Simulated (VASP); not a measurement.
A convergence study with VASP on CdS (zinc blende): one setting is varied, all else stays as given below, so the limit is that of these other settings. ε∞ is the independent-particle value.

```
CdS
1.0
    0.00000     2.91000     2.91000
    2.91000     0.00000     2.91000
    2.91000     2.91000     0.00000
Cd S
1 1
Direct
  0.00000   0.00000   0.00000
  0.25000   0.25000   0.25000
```

Level of theory: LDA (Ceperley-Alder, Perdew-Zunger), VASP's LDA PAW potentials (set 64) (plane waves; VASP 6.6.1). The tightest run used: 550 eV cut-off, 7×7×7 Γ-centred mesh, Gaussian smearing of 0.050 eV, potentials Cd S.

### Question
The settings run are NBANDS = 10; NBANDS = 11; NBANDS = 13; NBANDS = 17; NBANDS = 25; NBANDS = 41; NBANDS = 73; NBANDS = 137. From which on does the mean ε∞ stay within 0.3  of the tightest run?

### Answer
From NBANDS = 17 on: it is off by 0.19 there and by no more than 0.3 in any finer run, while NBANDS = 13 is off by 0.42.
```
setting       mean ε∞  bands  difference judged ()
------------  -------  -----  --------------------
NBANDS = 10      6.26     10                  2.22
NBANDS = 11      7.27     11                  1.21
NBANDS = 13      8.06     13                  0.42
NBANDS = 17      8.29     17                  0.19
NBANDS = 25      8.36     25                  0.11
NBANDS = 41      8.42     41                  0.06
NBANDS = 73      8.46     73                  0.02
NBANDS = 137     8.47    137                  0.00
```

Left out are rungs that failed or repeat a setting and relaxations that didn't move; long series are thinned to 24 rows.

The compound is CdS in the zinc blende structure, a metastable form; wurtzite is the usual one. The cell was not relaxed at this level.
